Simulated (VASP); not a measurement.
Here is the system:

```
ZnCl2
1.0
   -2.78837     2.78837     4.92953
    2.78837    -2.78837     4.92953
    2.78837     2.78837    -4.92953
Zn Cl
2 4
Cartesian
  0.00000   2.78837   2.46477
  0.00000   0.00000   0.00000
  1.39418   1.29496  -1.23238
  1.29496   4.18255   1.23238
  1.39418   1.49341   3.69715
  1.49341  -1.39418   6.16192
```

The numbers are results of PBEsol GGA, VASP's PBE PAW potentials (set 64) (plane waves; VASP), not measurements. Numerical set-up: 400 eV cut-off, 7×7×7 Γ-centred mesh, Gaussian smearing of 0.010 eV, potentials Zn Cl.

### Question
What does the run give for the energy per atom (σ→0), band gap (on the k-mesh) with the smallest direct gap where there is one?

### Answer

```json
{
 "band gap (on the k-mesh)": "4.04 eV",
 "smallest direct gap (on the k-mesh)": "4.04 eV",
 "energy per atom (σ→0)": "-2.977 eV/atom"
}
```

The absolute energy has meaning only against runs of the same code, potentials and settings.

The structure comes from a computed database's ZnCl2 entry (I-42d); how it stands against other phases isn't given here. It was relaxed first.
